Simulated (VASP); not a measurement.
Output of a VASP run:

### OSZICAR
```
       N       E                     dE             d eps       ncg     rms          rms(c)
DAV:   1     0.920793896380E+02    0.92079E+02   -0.63834E+03  2327   0.120E+03
DAV:   2     0.636997568995E+00   -0.91442E+02   -0.89781E+02  2324   0.297E+02
DAV:   3    -0.347976738871E+01   -0.41168E+01   -0.40999E+01  2730   0.749E+01
DAV:   4    -0.357095881288E+01   -0.91191E-01   -0.91142E-01  2734   0.125E+01
DAV:   5    -0.357489900196E+01   -0.39402E-02   -0.39396E-02  2879   0.231E+00    0.485E-01
DAV:   6    -0.356684793339E+01    0.80511E-02   -0.13958E-02  2806   0.221E+00    0.247E-01
DAV:   7    -0.356504624257E+01    0.18017E-02   -0.62647E-03  2726   0.140E+00    0.884E-02
DAV:   8    -0.356504584682E+01    0.39575E-06   -0.39844E-04  2647   0.380E-01    0.107E-02
DAV:   9    -0.356504148162E+01    0.43652E-05   -0.11242E-05  2961   0.623E-02    0.517E-03
DAV:  10    -0.356504130739E+01    0.17423E-06   -0.12865E-06  2471   0.118E-02    0.359E-04
DAV:  11    -0.356504142779E+01   -0.12040E-06   -0.40511E-08  1477   0.321E-03    0.107E-04
DAV:  12    -0.356504142998E+01   -0.21878E-08   -0.94630E-09  1318   0.161E-03
   1 F= -.35650414E+01 E0= -.35650414E+01  d E =0.000000E+00
```

OUTCAR:
```
------------------------ aborting loop because EDIFF is reached ----------------------------------------
  FORCE on cell =-STRESS in cart. coord.  units (eV):
  Direction    XX          YY          ZZ          XY          YZ          ZX
  --------------------------------------------------------------------------------------
  Total        0.0581584      0.0581584      0.0581584      0.0000000      0.0000000     -0.0000000
  in kB        2.9341845      2.9341845      2.9341845      0.0000000      0.0000000     -0.0000000
  external PRESSURE =       2.9341845 kB  Pullay stress =       0.0000000 kB
  volume of cell :       31.76
      direct lattice vectors                 reciprocal lattice vectors
     0.000000000  2.513440646  2.513440646    -0.198930498  0.198930498  0.198930498
     2.513440646  0.000000000  2.513440646     0.198930498 -0.198930498  0.198930498
     2.513440646  2.513440646  0.000000000     0.198930498  0.198930498 -0.198930498
 POSITION                                       TOTAL-FORCE (eV/Angst)
 -----------------------------------------------------------------------------------
      0.00000      0.00000      0.00000         0.000000      0.000000      0.000000
 -----------------------------------------------------------------------------------
    total drift:                               -0.000000      0.000000     -0.000000
  FREE ENERGIE OF THE ION-ELECTRON SYSTEM (eV)
  ---------------------------------------------------
  free  energy   TOTEN  =        -3.5650414300 eV

  energy  without entropy=       -3.5650414300  energy(sigma->0) =       -3.56504143

 total charge

# of ion       s       p       d       tot
------------------------------------------
    1        1.405   0.724   9.807  11.936
```
(Selected blocks of OUTCAR.)

POSCAR:
```
Pb
1
    0.0000000000     2.5134406464     2.5134406464
    2.5134406464    -0.0000000000     2.5134406464
    2.5134406464     2.5134406464    -0.0000000000
Pb
1
Direct
  1.0000000000   0.0000000000   0.0000000000
```

Question: Write an INCAR and KPOINTS that could have produced this output.

Answer: This is not unique; one that fits is the input of the run itself, PBE GGA, plane waves, VASP's PBE PAW potentials (set 64).

### INCAR
```
! general
SYSTEM  = Pb
PREC    = Accurate
ENCUT   = 400   ! plane-wave cut-off (eV)
LREAL   = .FALSE.   ! projection in real space or not
LASPH   = .TRUE.   ! aspherical one-centre terms

! electronic loop
EDIFF   = 1E-7
NELM    = 100   ! most electronic steps
ALGO    = Normal
LMAXMIX = 4

! smearing
ISMEAR  = -5

! functional
GGA     = PE

! ions
ISIF    = 2

! output
LWAVE   = .FALSE.
LCHARG  = .TRUE.
LORBIT  = 11   ! lm-projected
NEDOS   = 601
```

### KPOINTS
```
Automatic mesh
0
Gamma
14 14 14
0 0 0
```

POTCAR, in this order: Pb_d (PBE.64 set). Program: vasp_std.

For a metal the tetrahedron method with Blöchl corrections gives inexact stress and forces.

The compound is Pb in the fcc structure. It was relaxed first.
